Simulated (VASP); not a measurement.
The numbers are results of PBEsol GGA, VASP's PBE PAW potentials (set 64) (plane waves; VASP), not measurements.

VASP ran on this input.

POSCAR:
```
ZnS
1
    3.5605322592     0.0000000000     0.0000000000
   -1.7802661298     3.0835108644     0.0000000000
    0.0000000000     0.0000000000     5.8997250865
Zn S
2 2
Direct
  0.3333330000   0.6666670000   0.0020359139
  0.6666670000   0.3333330000   0.5020359139
  0.3333330000   0.6666670000   0.3729640861
  0.6666670000   0.3333330000   0.8729640861
```

KPOINTS:
```
Regular mesh
0
G
 7 7 4
0 0 0
```

INCAR:
```
SYSTEM = ZnS
PREC = Accurate
ENCUT = 500
EDIFF = 1E-6
NELM = 100
ALGO = Normal
LREAL = .FALSE.
LASPH = .TRUE.
ISMEAR = 0
SIGMA = 0.05
GGA = PS
LMAXMIX = 4
LWAVE = .FALSE.
LCHARG = .FALSE.
IBRION = 2
ISIF = 3
NSW = 40
EDIFFG = -0.02
PSTRESS = 300
```

POTCAR, in this order: Zn S (PBE.64 set). Program: vasp_std.

The run wrote:

File OSZICAR:
```
...
DAV:   9    -0.145051107144E+02    0.66140E-02   -0.48282E-02  1374   0.263E+00    0.317E-01
DAV:  10    -0.145050736980E+02    0.37016E-04   -0.13635E-03  1434   0.613E-01    0.270E-01
DAV:  11    -0.145051422919E+02   -0.68594E-04   -0.18206E-04  1250   0.101E-01    0.863E-02
DAV:  12    -0.145051405304E+02    0.17615E-05   -0.12802E-04  1562   0.280E-01    0.553E-02
DAV:  13    -0.145051454248E+02   -0.48944E-05   -0.44426E-05  1264   0.472E-02    0.256E-02
DAV:  14    -0.145051450164E+02    0.40844E-06   -0.29706E-06   874   0.368E-02
   1 F= -.23767634E+01 E0= -.23767634E+01  d E =-.237676E+01
       N       E                     dE             d eps       ncg     rms          rms(c)
DAV:   1    -0.224384310089E+02   -0.79333E+01   -0.11102E+02  1236   0.210E+02    0.262E+01
DAV:   2    -0.141446524138E+02    0.82938E+01   -0.58429E+01  1164   0.207E+02    0.105E+01
DAV:   3    -0.127912880016E+02    0.13534E+01   -0.65566E+00  1266   0.604E+01    0.442E+00
DAV:   4    -0.126601311839E+02    0.13116E+00   -0.22502E+00  1186   0.894E+00    0.415E+00
DAV:   5    -0.126395362748E+02    0.20595E-01   -0.29581E-02  1472   0.412E+00    0.386E+00
DAV:   6    -0.126008607227E+02    0.38676E-01   -0.11405E-01  1758   0.870E+00    0.117E+00
DAV:   7    -0.125949132002E+02    0.59475E-02   -0.59077E-02  1564   0.263E+00    0.124E+00
DAV:   8    -0.125950854532E+02   -0.17225E-03   -0.57015E-03  1098   0.613E-01    0.122E+00
DAV:   9    -0.125949397167E+02    0.14574E-03   -0.56805E-05  1656   0.878E-02    0.119E+00
DAV:  10    -0.125949742739E+02   -0.34557E-04   -0.62708E-05  1164   0.220E-01    0.118E+00
DAV:  11    -0.125958326700E+02   -0.85840E-03   -0.56030E-03  1170   0.224E+00    0.130E+00
DAV:  12    -0.125990767099E+02   -0.32440E-02   -0.30351E-03  1342   0.924E-01    0.176E+00
DAV:  13    -0.125956701203E+02    0.34066E-02   -0.25766E-03  1182   0.522E-01    0.127E+00
DAV:  14    -0.125921021298E+02    0.35680E-02   -0.11178E-02  1370   0.124E+00    0.223E-01
DAV:  15    -0.125920829874E+02    0.19142E-04   -0.87045E-04  1254   0.232E-01    0.936E-02
DAV:  16    -0.125920862273E+02   -0.32398E-05   -0.23678E-05  1172   0.419E-02    0.898E-02
DAV:  17    -0.125921164692E+02   -0.30242E-04   -0.44932E-05  1352   0.723E-02    0.127E-01
DAV:  18    -0.125920716530E+02    0.44816E-04   -0.97175E-05  1350   0.713E-02    0.333E-02
DAV:  19    -0.125920707491E+02    0.90390E-06   -0.20621E-05  1322   0.597E-02    0.138E-02
DAV:  20    -0.125920707529E+02   -0.38126E-08   -0.36111E-07   576   0.504E-03
   2 F= -.21469439E+01 E0= -.21469439E+01  d E =0.229819E+00
       N       E                     dE             d eps       ncg     rms          rms(c)
DAV:   1    -0.171468693873E+02   -0.45548E+01   -0.46416E+01  1206   0.158E+02    0.131E+01
DAV:   2    -0.144442324138E+02    0.27026E+01   -0.93204E+00  1206   0.758E+01    0.592E+00
DAV:   3    -0.140998431605E+02    0.34439E+00   -0.56782E-01  1300   0.915E+00    0.325E+00
DAV:   4    -0.139783055338E+02    0.12154E+00   -0.15163E-01  1106   0.335E+00    0.708E-01
DAV:   5    -0.139739613403E+02    0.43442E-02   -0.78202E-03  1558   0.265E+00    0.575E-01
DAV:   6    -0.139735494066E+02    0.41193E-03   -0.11760E-02  1116   0.774E-01    0.190E-01
DAV:   7    -0.139729824276E+02    0.56698E-03   -0.90735E-04  1408   0.741E-01    0.652E-02
DAV:   8    -0.139729800671E+02    0.23604E-05   -0.41554E-04  1280   0.431E-01    0.393E-02
DAV:   9    -0.139729875386E+02   -0.74715E-05   -0.17154E-04  1172   0.218E-01    0.155E-02
DAV:  10    -0.139729889003E+02   -0.13616E-05   -0.72192E-06  1242   0.393E-02    0.125E-02
DAV:  11    -0.139729882466E+02    0.65363E-06   -0.18394E-06   612   0.140E-02
   3 F= -.24919161E+01 E0= -.24919161E+01  d E =-.115153E+00
       N       E                     dE             d eps       ncg     rms          rms(c)
DAV:   1    -0.139577295142E+02    0.15259E-01   -0.10078E-02  1230   0.218E+00    0.207E-01
DAV:   2    -0.139570755464E+02    0.65397E-03   -0.27335E-03  1206   0.157E+00    0.874E-02
DAV:   3    -0.139570009968E+02    0.74550E-04   -0.86578E-05  1282   0.113E-01    0.421E-02
DAV:   4    -0.139569787701E+02    0.22227E-04   -0.26718E-05  1390   0.389E-02    0.220E-02
DAV:   5    -0.139569766413E+02    0.21288E-05   -0.87771E-07   654   0.316E-02    0.925E-03
DAV:   6    -0.139569767299E+02   -0.88538E-07   -0.34548E-06   916   0.172E-02
   4 F= -.24919835E+01 E0= -.24919835E+01  d E =-.115220E+00
       N       E                     dE             d eps       ncg     rms          rms(c)
DAV:   1    -0.139571113937E+02   -0.13475E-03   -0.38201E-02  1074   0.146E+00    0.161E-01
DAV:   2    -0.139566924886E+02    0.41891E-03   -0.13203E-03  1458   0.534E-01    0.947E-02
DAV:   3    -0.139564981450E+02    0.19434E-03   -0.29371E-04  1226   0.203E-01    0.318E-02
DAV:   4    -0.139564889392E+02    0.92058E-05   -0.94618E-05  1188   0.873E-02    0.157E-02
DAV:   5    -0.139564889419E+02   -0.26057E-08   -0.94533E-06  1128   0.336E-02
   5 F= -.24924686E+01 E0= -.24924686E+01  d E =-.485119E-03
       N       E                     dE             d eps       ncg     rms          rms(c)
DAV:   1    -0.139596849968E+02   -0.31961E-02   -0.34366E-01  1068   0.437E+00    0.484E-01
DAV:   2    -0.139559134228E+02    0.37716E-02   -0.11833E-02  1466   0.160E+00    0.284E-01
DAV:   3    -0.139541823685E+02    0.17311E-02   -0.26426E-03  1238   0.604E-01    0.968E-02
DAV:   4    -0.139540959002E+02    0.86468E-04   -0.84903E-04  1182   0.261E-01    0.472E-02
DAV:   5    -0.139540955438E+02    0.35642E-06   -0.87414E-05  1212   0.105E-01    0.285E-02
DAV:   6    -0.139540940089E+02    0.15349E-05   -0.11294E-05  1480   0.706E-02    0.703E-03
DAV:   7    -0.139540936785E+02    0.33038E-06   -0.25833E-06   594   0.367E-02
   6 F= -.24931521E+01 E0= -.24931521E+01  d E =-.116861E-02
       N       E                     dE             d eps       ncg     rms          rms(c)
DAV:   1    -0.139538389826E+02    0.25503E-03   -0.70056E-02  1068   0.197E+00    0.218E-01
DAV:   2    -0.139530688312E+02    0.77015E-03   -0.24371E-03  1466   0.732E-01    0.129E-01
DAV:   3    -0.139527167324E+02    0.35210E-03   -0.54417E-04  1232   0.275E-01    0.440E-02
DAV:   4    -0.139526984939E+02    0.18239E-04   -0.17180E-04  1176   0.118E-01    0.213E-02
DAV:   5    -0.139526984266E+02    0.67334E-07   -0.17896E-05  1212   0.474E-02    0.131E-02
DAV:   6    -0.139526980233E+02    0.40326E-06   -0.18404E-06   582   0.319E-02
   7 F= -.24932275E+01 E0= -.24932275E+01  d E =-.124394E-02
       N       E                     dE             d eps       ncg     rms          rms(c)
DAV:   1    -0.139333020149E+02    0.19396E-01   -0.18920E-01  1220   0.399E+00    0.330E-01
DAV:   2    -0.139328929729E+02    0.40904E-03   -0.11009E-02  1356   0.198E+00    0.122E-01
DAV:   3    -0.139328374193E+02    0.55554E-04   -0.59451E-04  1236   0.231E-01    0.758E-02
DAV:   4    -0.139327855413E+02    0.51878E-04   -0.79590E-05  1142   0.651E-02    0.265E-02
DAV:   5    -0.139327832804E+02    0.22608E-05   -0.15338E-05  1458   0.617E-02    0.116E-02
DAV:   6    -0.139327832304E+02    0.50087E-07   -0.42222E-06   960   0.237E-02
   8 F= -.24926948E+01 E0= -.24926948E+01  d E =0.532700E-03
       N       E                     dE             d eps       ncg     rms          rms(c)
DAV:   1    -0.139486379311E+02   -0.15855E-01   -0.11351E-01  1220   0.314E+00    0.251E-01
DAV:   2    -0.139484024671E+02    0.23546E-03   -0.66008E-03  1356   0.152E+00    0.948E-02
DAV:   3    -0.139483643923E+02    0.38075E-04   -0.34295E-04  1236   0.172E-01    0.593E-02
DAV:   4    -0.139483301035E+02    0.34289E-04   -0.51212E-05  1136   0.519E-02    0.193E-02
DAV:   5    -0.139483281641E+02    0.19394E-05   -0.95817E-06  1400   0.480E-02    0.898E-03
DAV:   6    -0.139483279613E+02    0.20284E-06   -0.24077E-06   808   0.184E-02
   9 F= -.24932730E+01 E0= -.24932730E+01  d E =-.455364E-04
```

File OUTCAR:
```
------------------------ aborting loop because EDIFF is reached ----------------------------------------
  FORCE on cell =-STRESS in cart. coord.  units (eV):
  Direction    XX          YY          ZZ          XY          YZ          ZX
  --------------------------------------------------------------------------------------
  Total       11.5042650     11.5042542     11.4859897     -0.0000000     -0.0000000      0.0000000
  in kB      301.2887777    301.2884932    300.8101586     -0.0000001     -0.0000000      0.0000000
  external PRESSURE =       1.1291432 kB  Pullay stress =     300.0000000 kB
  volume of cell :       61.18
      direct lattice vectors                 reciprocal lattice vectors
     3.481442571 -0.000000000 -0.000000000     0.287237253  0.165836584  0.000000000
    -1.740721286  3.015016285  0.000000000     0.000000000  0.331673167  0.000000000
    -0.000000000 -0.000000000  5.828242421     0.000000000 -0.000000000  0.171578313
  FREE ENERGIE OF THE ION-ELECTRON SYSTEM (eV)
  ---------------------------------------------------
  free  energy   TOTEN  =       -13.9483279613 eV

  energy  without entropy=      -13.9483279613  energy(sigma->0) =      -13.94832796
  enthalpy is  TOTEN    =        -2.4932729867 eV   P V=       11.4550549746

 reached required accuracy - stopping structural energy minimisation
```
(Selected blocks of OUTCAR.)

CONTCAR:
```
ZnS
   1.00000000000000
     3.4814425713647257   -0.0000000002013505   -0.0000000000000000
    -1.7407212860522947    3.0150162851904820    0.0000000000000000
    -0.0000000000000000   -0.0000000000000000    5.8282424210168058
  Zn              S
     2     2
Direct
     0.3333330000000032    0.6666669999999968    0.0035462098996190
     0.6666669999999968    0.3333330000000032    0.5035462098996190
     0.3333330000000032    0.6666669999999968    0.3714537901003810
     0.6666669999999968    0.3333330000000032    0.8714537901003810
```

Energy and stress use the plane-wave basis of the starting cell.

The structure was generated: ZnS was put into the wurtzite type (P6_3mc), which need not be its known phase. This run relaxes it under an external pressure of 30 GPa. Symmetry was kept, so distortions that lower it aren't found.
